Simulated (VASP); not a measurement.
Computed with optB86b-vdW, VASP's PBE PAW potentials (set 64) (plane waves; VASP 6.6.1).

Input for VASP

**INCAR**
```
SYSTEM=Re
PREC=Accurate; ENCUT=520; LREAL=.FALSE.
LASPH=.TRUE.
EDIFF=1E-7; NELM=100; ALGO=Normal
LMAXMIX=6
ISMEAR=1; SIGMA=0.1
GGA=MK; LUSE_VDW=.TRUE.; AGGAC=0.0
PARAM1=0.1234; PARAM2=1.0
IBRION=2; NSW=30; ISIF=4
EDIFFG=-0.01
LWAVE=.FALSE.; LCHARG=.FALSE.
```

**POSCAR**
```
Re
1.0
  1.3825197899  -2.3945944036   0.0000000000
  1.3825197899   2.3945944036   0.0000000000
  0.0000000000   0.0000000000   4.4726151851
Re
2
Cart
  1.3825197899   0.7981997309   1.1181537963
  1.3825197899  -0.7981997309   3.3544613888
```

File KPOINTS:
```
K-points
0
gamma
  15 15 8
0 0 0
```

POTCAR, in this order: Re (PBE.64 set). Program: vasp_std.

The resulting files:

### OSZICAR
```
       N       E                     dE             d eps       ncg     rms          rms(c)
DAV:   1     0.344080082298E+02    0.34408E+02   -0.69792E+03  5373   0.159E+03
DAV:   2    -0.153858483215E+02   -0.49794E+02   -0.43353E+02  4701   0.336E+02
DAV:   3    -0.214943455618E+02   -0.61085E+01   -0.49323E+01  5118   0.249E+02
DAV:   4    -0.218289884185E+02   -0.33464E+00   -0.29830E+00  5400   0.263E+01
DAV:   5    -0.218451252500E+02   -0.16137E-01   -0.13535E-01  5223   0.312E+00    0.438E+01
DAV:   6    -0.208183873632E+02    0.10267E+01   -0.10501E+00  5534   0.320E+01    0.179E+01
DAV:   7    -0.204818249277E+02    0.33656E+00   -0.70718E-01  5745   0.252E+01    0.532E-01
DAV:   8    -0.204692088305E+02    0.12616E-01   -0.10759E-02  5859   0.141E+00    0.267E-01
DAV:   9    -0.204686288210E+02    0.58001E-03   -0.41872E-04  5468   0.187E-01    0.356E-02
DAV:  10    -0.204686460211E+02   -0.17200E-04   -0.46222E-05  4934   0.651E-02    0.784E-03
DAV:  11    -0.204686450378E+02    0.98332E-06   -0.69723E-07  4534   0.202E-02    0.249E-03
DAV:  12    -0.204686444131E+02    0.62469E-06   -0.47892E-08  2763   0.655E-03    0.445E-04
DAV:  13    -0.204686444024E+02    0.10639E-07   -0.24172E-08  2673   0.565E-03
   1 F= -.20468644E+02 E0= -.20468917E+02  d E =-.204686E+02
       N       E                     dE             d eps       ncg     rms          rms(c)
DAV:   1    -0.204689217505E+02   -0.27734E-03   -0.28623E-02  4551   0.622E+00    0.911E-02
DAV:   2    -0.204686932807E+02    0.22847E-03   -0.32921E-04  5533   0.240E-01    0.454E-02
DAV:   3    -0.204686234521E+02    0.69829E-04   -0.15605E-04  5725   0.175E-01    0.742E-03
DAV:   4    -0.204686235155E+02   -0.63389E-07   -0.45765E-06  4786   0.247E-02    0.297E-03
DAV:   5    -0.204686234022E+02    0.11334E-06   -0.27045E-08  2556   0.876E-03    0.127E-03
DAV:   6    -0.204686233924E+02    0.98219E-08   -0.14243E-08  2334   0.393E-03
   2 F= -.20468623E+02 E0= -.20468895E+02  d E =0.210101E-04
       N       E                     dE             d eps       ncg     rms          rms(c)
DAV:   1    -0.204687841553E+02   -0.16075E-03   -0.83788E-03  4513   0.337E+00    0.493E-02
DAV:   2    -0.204687170952E+02    0.67060E-04   -0.96136E-05  5531   0.130E-01    0.245E-02
DAV:   3    -0.204686969122E+02    0.20183E-04   -0.44637E-05  5713   0.940E-02    0.408E-03
DAV:   4    -0.204686969782E+02   -0.65942E-07   -0.13040E-06  4726   0.131E-02    0.160E-03
DAV:   5    -0.204686969699E+02    0.83332E-08   -0.74970E-09  2330   0.471E-03
   3 F= -.20468697E+02 E0= -.20468970E+02  d E =-.525674E-04
```

OUTCAR:
```
------------------------ aborting loop because EDIFF is reached ----------------------------------------
  FORCE on cell =-STRESS in cart. coord.  units (eV):
  Direction    XX          YY          ZZ          XY          YZ          ZX
  --------------------------------------------------------------------------------------
  Total        0.0076575      0.0076575      0.0073774      0.0000000      0.0000000      0.0000000
  in kB        0.4142859      0.4142859      0.3991340      0.0000000      0.0000000      0.0000000
  external PRESSURE =       0.4092353 kB  Pullay stress =       0.0000000 kB
  volume of cell :       29.61
      direct lattice vectors                 reciprocal lattice vectors
     1.381912998 -2.393543409 -0.000000000     0.361817278 -0.208895313  0.000000000
     1.381912998  2.393543409  0.000000000     0.361817278  0.208895313 -0.000000000
     0.000000000  0.000000000  4.476543858    -0.000000000 -0.000000000  0.223386620
 POSITION                                       TOTAL-FORCE (eV/Angst)
 -----------------------------------------------------------------------------------
      1.38191      0.79785      1.11914         0.000000     -0.000000      0.000000
      1.38191     -0.79785      3.35741        -0.000000      0.000000      0.000000
 -----------------------------------------------------------------------------------
    total drift:                                0.000000      0.000010     -0.000016
  FREE ENERGIE OF THE ION-ELECTRON SYSTEM (eV)
  ---------------------------------------------------
  free  energy   TOTEN  =       -20.4686969699 eV

  energy  without entropy=      -20.4695148011  energy(sigma->0) =      -20.46896958

 reached required accuracy - stopping structural energy minimisation
```
(Selected blocks of OUTCAR.)

### CONTCAR
```
Re
   1.00000000000000
     1.3819129980143126   -2.3935434093557899   -0.0000000000000000
     1.3819129980143126    2.3935434093557899    0.0000000000000000
     0.0000000000000000    0.0000000000000000    4.4765438583846118
  Re
     2
Direct
     0.3333330000000032    0.6666669999999968    0.2500000000000000
     0.6666669999999968    0.3333330000000032    0.7500000000000000
```

The compound is Re in the hcp structure. This run relaxes it. Symmetry was kept, so distortions that lower it aren't found.
